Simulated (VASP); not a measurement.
# MgO (relaxed from the h-BN structure, space group P6_3/mmc): computed properties

All values below come from r2SCAN meta-GGA, VASP's PBE PAW potentials (set 64) (plane waves; VASP 6.6.1).

```json
{
  "space_group": "P6_3/mmc (194)",
  "cell": "a = b = 3.4781 Å, c = 4.1750 Å, α = β = 90.00°, γ = 120.00°",
  "volume_per_atom": "10.93 Å³/atom",
  "band gap (over mesh and band path)": "4.11 eV",
  "smallest direct gap (over mesh and band path)": "4.11 eV",
  "band_edge_character": "direct, Γ to Γ",
  "density": "3.06 g/cm³"
}
```

```
MgO
1.0
    3.47811     0.00000     0.00000
   -1.73905     3.01213     0.00000
    0.00000     0.00000     4.17498
Mg O
2 2
Cartesian
  0.00000   2.00809   1.04375
  1.73906   1.00404   3.13124
  0.00000   2.00809   3.13124
  1.73906   1.00404   1.04375
```

The structure was generated: MgO was put into the h-BN type (P6_3/mmc), which need not be its known phase. It was relaxed first, which changed the volume by -40 %. Symmetry was kept, so distortions that lower it aren't found.
